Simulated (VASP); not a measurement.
Input:

```
WSi
1.0
    3.14360     0.00000     0.00000
   -1.57180     2.72244     0.00000
    0.00000     0.00000     7.02315
W Si
2 2
Direct
  0.00000   0.00000   0.00000
  0.00000   0.00000   0.50000
  0.33333   0.66667   0.25000
  0.66667   0.33333   0.75000
```

The numbers are results of PBE GGA, VASP's PBE PAW potentials (set 64) (plane waves; VASP), not measurements. Settings: 400 eV cut-off, 13×13×5 Γ-centred mesh, tetrahedra with Blöchl corrections, potentials W_sv Si.

The cores are frozen, which limits the accuracy of field gradients.

Q: Give the principal components of the electric field gradient (V/Å²) and the asymmetry η at each nucleus.

A: 
```json
[
 {"atom": "W1", "Vxx": "-7.3", "Vyy": "-7.3", "Vzz": "14.7", "η": "0.00"},
 {"atom": "W2", "Vxx": "-7.3", "Vyy": "-7.3", "Vzz": "14.7", "η": "0.00"},
 {"atom": "Si3", "Vxx": "18.5", "Vyy": "18.5", "Vzz": "-37.1", "η": "0.00"},
 {"atom": "Si4", "Vxx": "18.5", "Vyy": "18.5", "Vzz": "-37.1", "η": "0.00"}
]
```

The structure was generated: WSi was put into the NiAs type type (P6_3/mmc), which need not be its known phase. It was relaxed first, which changed the volume by -39 %.
